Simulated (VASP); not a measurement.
**Cd2P2F: single point with r2SCAN**

The system is Cd2P2F.

```
Cd F P
1.0
     2.14264    3.55128   -0.01901
    -2.06668    3.50743    0.08094
    -0.16431    0.05877    6.47801
Cd F P
2 1 2
Direct
  0.33218 0.31730 0.63742
  0.66761 0.61194 0.35361
  0.99990 0.98413 0.99860
  0.32352 0.34761 0.25293
  0.68749 0.65882 0.77258
```

The cell was built by a generator and needn't be a form met in nature.

```
Program                : VASP 6.6.1
Task                   : single point
Functional             : r2SCAN
Potentials or basis    : VASP PAW PBE potentials, release 64 (Cd, F, P)
Cutoff                 : 520 eV
k mesh                 : 5 × 5 × 3, shifted
Occupations            : fermi-dirac, width 0.1 eV
Spin                   : no spin polarisation
Dipole correction      : no
Further INCAR settings : ALGO = Normal; EDIFF = 1e-07; NBANDS = 28
```

| Item | Value |
| --- | --- |
| Pressure | 6.6 GPa |
| Largest force | 2.624 eV/Å |
| Band gap on the k mesh | none (metal or under the smearing width) |

Forces on the atoms (eV/Å):
```
Cd  -0.244 -0.017  1.420
Cd  -0.209  2.550 -0.175
F    0.037 -0.227 -0.041
P    0.029 -2.193 -1.440
P    0.386 -0.113  0.236
```

Stress tensor (GPa, compression positive):
```
 3.32  2.00 -1.03
 2.00 11.48  1.34
-1.03  1.34  4.93
```

Levels at points of the mesh, in eV from the Fermi level:
```csv
k point,band 17,band 18,band 19,band 20,band 21,band 22,band 23,band 24
"(0.50, 0.50, 0.50)",-2.61,-1.98,-1.84,-1.00,0.07,0.64,3.63,4.87
```

It took 5.2 min on 1 thread of Intel(R) Xeon(R) Platinum 8259CL CPU @ 2.50GHz (Skylake/Cascade Lake), with other jobs on the host, peak memory 0.27 GiB.

Caveat: the PAW data sets were made with another functional, which shifts forces and pressure a little; an odd number of electrons without spin polarisation forces a metal; a magnetic or distorted state may lie lower.
